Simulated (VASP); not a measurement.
# MgC2 (P-3m1) in VASP: reference runs

Aim: a first look at MgC2 with PBE, on the cell as given.

All numbers are computed with VASP 6.6.1; they aren't measurements. Logs are shortened: lines on timing, memory, paths and dates and some standing lists are left out, and cuts for length are marked.

## 1. Starting point

The structure is trigonal, space group P-3m1 (No. 164). The conventional cell has a = 4.140 Å, b = 4.140 Å, c = 2.887 Å, α = 90.00°, β = 90.00°, γ = 120.00°. Around Mg (site symmetry -3m) lie 12 C at 2.77 to 2.82 Å and 2 Mg at 2.89 Å. C (site symmetry 3m) has 3 C at 2.39 Å as nearest neighbours.

The cell was built by a generator and needn't be a form met in nature.

## 2. Single point, PBE

INCAR

```
SYSTEM = MgC2
PREC = Accurate
ENCUT = 520
EDIFF = 1E-7
ISMEAR = -1
SIGMA = 0.05
LREAL = .False.
LASPH = .True.
NELM = 60
ALGO = Normal
ISIF = 2
LWAVE = .False.
LCHARG = .True.
GGA = PE
LELF = .True.
LVHAR = .True.
NBANDS = 12
```

KPOINTS

```
regular mesh
0
Gamma
  8 8 9
  0 0 0
```

POSCAR

```
MgC2
1.0
    4.1399883800      0.0000000000      0.0000000000
   -2.0699941900      3.5853351100      0.0000000000
    0.0000000000      0.0000000000      2.8869137300
Mg C
1 2
Direct
    0.0000000000      0.0000000000      0.0000000000
    0.6666666700      0.3333333300      0.5182460000
    0.3333333300      0.6666666700      0.4817540000
```

Potentials or basis: VASP PAW PBE potentials, release 64 (Mg, C).

Launch:

```bash
cat potpaw_PBE.64/Mg/POTCAR potpaw_PBE.64/C/POTCAR > POTCAR
mpirun -np 1 vasp_std > vasp.out
```

OUTCAR:

```text
SYSTEM = MgC2
   PREC = Accurate
   ENCUT = 520
   EDIFF = 1E-7
   ISMEAR = -1
   LREAL = .False.
   LASPH = .True.
   NELM = 60
   ISIF = 2
   GGA = PE

 ion  position               nearest neighbor table
   1  0.000  0.000  0.000-   2 2.77   3 2.77   2 2.77   3 2.77   2 2.77   3 2.77   2 2.82   3 2.82
                             2 2.82   3 2.82   2 2.82   3 2.82
   2  0.667  0.333  0.518-   1 2.77   1 2.77   1 2.77   1 2.82   1 2.82   1 2.82
   3  0.333  0.667  0.482-   1 2.77   1 2.77   1 2.77   1 2.82   1 2.82   1 2.82

  LATTYP: Found a hexagonal cell.
 ALAT       =     4.1399883800
 C/A-ratio  =     0.6973241142

  Lattice vectors:

 A1 = (   4.1399883800,   0.0000000000,   0.0000000000)
 A2 = (  -2.0699941900,   3.5853351100,   0.0000000000)
 A3 = (   0.0000000000,   0.0000000000,   2.8869137300)

Analysis of symmetry for initial positions (statically):
=====================================================================
 Subroutine PRICEL returns:
 Original cell was already a primitive cell.

 Routine SETGRP: Setting up the symmetry group for a
 hexagonal supercell.

 Subroutine GETGRP returns: Found 12 space group operations
 (whereof 12 operations were pure point group operations)
 out of a pool of 24 trial point group operations.

The static configuration has the point symmetry D_3d.

Analysis of symmetry for dynamics (positions and initial velocities):
=====================================================================
 Subroutine PRICEL returns:
 Original cell was already a primitive cell.

 Routine SETGRP: Setting up the symmetry group for a
 hexagonal supercell.

 Subroutine GETGRP returns: Found 12 space group operations
 (whereof 12 operations were pure point group operations)
 out of a pool of 24 trial point group operations.

The dynamic configuration has the point symmetry D_3d.

 Subroutine INISYM returns: Found 12 space group operations
 (whereof 12 operations are pure point group operations),
 and found     1 'primitive' translations

----------------------------------------------------------------------------------------

                                     Primitive cell

  volume of cell :      42.8512

  direct lattice vectors                    reciprocal lattice vectors
     4.139988380  0.000000000  0.000000000     0.241546572  0.139456978  0.000000000
    -2.069994190  3.585335110  0.000000000     0.000000000  0.278913956  0.000000000
     0.000000000  0.000000000  2.886913730     0.000000000  0.000000000  0.346390677

  length of vectors
     4.139988380  4.139988381  2.886913730     0.278913956  0.278913956  0.346390677

  position of ions in fractional coordinates (direct lattice)
     0.000000000  0.000000000  0.000000000
     0.666666670  0.333333330  0.518246000
     0.333333330  0.666666670  0.481754000

  ion indices of the primitive-cell ions
   primitive index   ion index
                 1           1
                 2           2
                 3           3

----------------------------------------------------------------------------------------

 KPOINTS: regular mesh

Automatic generation of k-mesh.
 Grid dimensions read from file:
 generate k-points for:    8    8    9

 Generating k-lattice:

  Cartesian coordinates                     Fractional coordinates (reciprocal lattice)
     0.030193321  0.017432122  0.000000000     0.125000000  0.000000000  0.000000000
     0.000000000  0.034864245  0.000000000     0.000000000  0.125000000  0.000000000
     0.000000000  0.000000000  0.038487853     0.000000000  0.000000000  0.111111111

  Length of vectors
     0.034864245  0.034864245  0.038487853

  Shift w.r.t. Gamma in fractional coordinates (k-lattice)
     0.000000000  0.000000000  0.000000000

 Subroutine IBZKPT returns following result:
 ===========================================

 Found     70 irreducible k-points:

 Following reciprocal coordinates:
            Coordinates               Weight
  0.000000  0.000000  0.000000      1.000000
  0.125000  0.000000  0.000000      6.000000
  0.250000  0.000000  0.000000      6.000000
  0.375000  0.000000  0.000000      6.000000
  0.500000  0.000000  0.000000      3.000000
  0.125000  0.125000  0.000000      6.000000
[... 16 lines left out ...]
 -0.125000  0.500000  0.111111     12.000000
  0.250000  0.250000  0.111111     12.000000
 [... further k-points ...]
   k-points           NKPTS =     70   k-points in BZ     NKDIM =     70   number of bands    NBANDS=     12
   number of dos      NEDOS =    301   number of ions     NIONS =      3
   total plane-waves  NPLWV =  24576
   dimension x,y,z NGX =    32 NGY =   32 NGZ =   24
   dimension x,y,z NGXF=    64 NGYF=   64 NGZF=   48
   ions per type =               1   2
   NGX,Y,Z   is equivalent  to a cutoff of  12.85, 12.85, 13.82 a.u.
   NGXF,Y,Z  is equivalent  to a cutoff of  25.70, 25.70, 27.64 a.u.
 SYSTEM =  MgC2
   PREC   = accura    normal or accurate (medium, high low for compatibility)
   ISTART =      0    job   : 0-new  1-cont  2-samecut
   ICHARG =      2    charge: 1-file 2-atom 10-const
   ISPIN  =      1    spin polarized calculation?
   LNONCOLLINEAR =      F non collinear calculations
   LSORBIT =      F    spin-orbit coupling
   LASPH  =      T    aspherical Exc in radial PAW
   ENCUT  =  520.0 eV  38.22 Ry    6.18 a.u.   7.70  7.70  5.37*2*pi/ulx,y,z
   NELM   =     60;   NELMIN=  2; NELMDL= -5     # of ELM steps
   EDIFF  = 0.1E-06   stopping-criterion for ELM
   LREAL  =      F    real-space projection
   EDIFFG = 0.1E-05   stopping-criterion for IOM
   NSW    =      0    number of steps for IOM
   IBRION =     -1    ionic relax: 0-MD 1-quasi-New 2-CG
   NFREE  =      0    steps in history (QN), initial steepest desc. (CG)
   ISIF   =      2    stress and relaxation
   ISYM   =      2    0-nonsym 1-usesym 2-fastsym
   POTIM  = 0.5000    time-step for ionic-motion
   TEBEG  =    0.0;   TEEND  =   0.0 temperature during run
   PSTRESS=    0.0 pullay stress
   NELECT =      10.0000    total number of electrons
   NUPDOWN=      -1.0000    fix difference up-down
   EMIN   =  10.00;   EMAX   =-10.00  energy-range for DOS
   EFERMI =   0.00;   METHOD = LEGACY
   ISMEAR =    -1;   SIGMA  =   0.05  broadening in eV -4-tet -1-fermi 0-gaus
   EFERMI_NEDOS =   21; number of points for ismear=-14 and -15
   IALGO  =     38    algorithm
   IMIX   =      4    mixing-type and parameters
     AMIX     =   0.40;   BMIX     =  1.00
     AMIX_MAG =   1.60;   BMIX_MAG =  1.00
  volume/ion in A,a.u.               =      14.28        96.39
  Fermi-wavevector in a.u.,A,eV,Ry     =   1.007907  1.904669 13.821848  1.015877
  Thomas-Fermi vector in A             =   2.140741
   LORBIT       =      0    0 simple, 1 ext, 2 COOP (PROOUT), +10 PAW based schemes
   GGA     = PE    functional components
   LHFCALC =     F    Hartree Fock is set to
   AEXX    =    0.0000 exact exchange contribution
   IVDW    =     0    specifies the selected vdW correction
   LEPSILON=     F    determine dielectric tensor
   LRPA    =     F    only Hartree local field effects (RPA)
 non-spin polarized calculation
  energy-cutoff  :      520.00
  volume of cell :       42.85
 maximum number of plane-waves:      1181
 NGX is ok and might be reduce to    32
   NGX = 15   NGY = 15   NGZ = 11

 number of electron      10.0000000 magnetization

 Free energy of the ion-electron system (eV)
  ---------------------------------------------------
  ext. energy  EPLUGINS =         0.00000000
  ---------------------------------------------------
  free energy    TOTEN  =       -12.01880377 eV

  energy without entropy =      -12.01201442  energy(sigma->0) =      -12.01540910

 E-fermi :   2.7579     XC(G=0):  -9.6808

 val. band max:        2.7557017818   @ k =   0.0000   0.0000   0.1111
 cond. band min:       2.7677711357   @ k =   0.3750   0.2500   0.2222
 fundamental gap:      0.0120693540
 Fermi energy:         2.7579163415

 k-point     1 :       0.0000    0.0000    0.0000
  band No.  band energies     occupation
      1      -9.4562      2.00000
      2      -3.6098      2.00000
      3       0.2924      2.00000
      4       0.2924      2.00000
      5       3.0607      0.00468
      6       3.0607      0.00468
      7       3.7335      0.00000
      8       4.7225      0.00000
      9       6.0660      0.00000
     10      11.4909      0.00000
     11      13.0918      0.00000
     12      13.0918      0.00000

 k-point     2 :       0.1250    0.0000    0.0000
  band No.  band energies     occupation
      1      -9.3234      2.00000
      2      -4.0367      2.00000
      3       0.0281      2.00000
      4       0.4047      2.00000
      5       2.6713      1.69951
      6       3.5116      0.00000
      7       3.8070      0.00000
      8       5.6782      0.00000
      9       6.0106      0.00000
     10      11.5533      0.00000
     11      12.9056      0.00000
     12      12.9997      0.00000

 k-point     3 :       0.2500    0.0000    0.0000
  band No.  band energies     occupation
      1      -8.9368      2.00000
      2      -4.9785      2.00000
      3      -0.4341      2.00000
      4       0.1206      2.00000
      5       3.1163      0.00154
      6       4.0169      0.00000
      7       4.4728      0.00000
      8       5.7341      0.00000
      9       7.0936      0.00000
     10      11.3187      0.00000
     11      12.7314      0.00000
     12      13.0970      0.00000
[... 286 lines left out ...]
 k-point    23 :      -0.1250    0.5000    0.1111
  band No.  band energies     occupation
      1      -7.8312      2.00000
      2      -6.3475      2.00000
      3      -1.7015      2.00000
      4       0.9124      2.00000
      5       3.7476      0.00000
      6       4.3021      0.00000
      7       4.6776      0.00000
      8       6.1914      0.00000
      9       7.1153      0.00000
     10      11.7234      0.00000
     11      12.2733      0.00000
     12      12.9390      0.00000

 k-point    24 :       0.2500    0.2500    0.1111
  band No.  band energies     occupation
      1      -7.8720      2.00000
      2      -6.2310      2.00000
      3      -2.1362      2.00000
      4       2.0664      2.00000
      5       3.2819      0.00006
      6       3.7560      0.00000
      7       4.6782      0.00000
      8       6.3679      0.00000
      9       7.0062      0.00000
     10      11.7025      0.00000
     11      12.4648      0.00000
     12      12.9306      0.00000

 [... further k-points ...]

------------------------ aborting loop because EDIFF is reached ----------------------------------------

  FORCE on cell =-STRESS in cart. coord.  units (eV):
  Direction    XX          YY          ZZ          XY          YZ          ZX
  --------------------------------------------------------------------------------------
  -------------------------------------------------------------------------------------
  Total       -8.1064882     -8.1064882     -2.1051598      0.0000000      0.0000000      0.0000000
  in kB     -303.0963141   -303.0963144    -78.7105551      0.0000000      0.0000000      0.0000000
  external PRESSURE =    -228.3010612 kB  Pullay stress =       0.0000000 kB

 VOLUME and BASIS-vectors are now :
 -----------------------------------------------------------------------------
  energy-cutoff  :      520.00
  volume of cell :       42.85
      direct lattice vectors                 reciprocal lattice vectors
     4.139988380  0.000000000  0.000000000     0.241546572  0.139456978  0.000000000
    -2.069994190  3.585335110  0.000000000     0.000000000  0.278913956  0.000000000
     0.000000000  0.000000000  2.886913730     0.000000000  0.000000000  0.346390677

 POSITION                                       TOTAL-FORCE (eV/Angst)
 -----------------------------------------------------------------------------------
      0.00000      0.00000      0.00000         0.000000      0.000000      0.000000
      2.06999      1.19511      1.49613         0.000000      0.000000     -0.172053
     -0.00000      2.39022      1.39078        -0.000000     -0.000000      0.172053
 -----------------------------------------------------------------------------------
    total drift:                               -0.000000      0.000000     -0.000000

  FREE ENERGIE OF THE ION-ELECTRON SYSTEM (eV)
  ---------------------------------------------------
  free  energy   TOTEN  =       -12.0188037712 eV

  energy  without entropy=      -12.0120144212  energy(sigma->0) =      -12.01540910
```

Run time: 11 s. Hardware: 1 thread of Intel Xeon 6975P-C (Granite Rapids), shared host; peak memory 0.18 GiB.

Results:

```
Free energy            : -12.0188 eV
Pressure               : -22.8 GPa
Largest force          : 0.172 eV/Å
Band gap on the k mesh : none (metal or under the smearing width)
```

Forces on the atoms (eV/Å):
```
Mg   0.000  0.000  0.000
C    0.000  0.000 -0.172
C    0.000  0.000  0.172
```

Caveat: so large a pressure means that the cell lies far from this level's equilibrium, or that cutoff or potentials fall short.
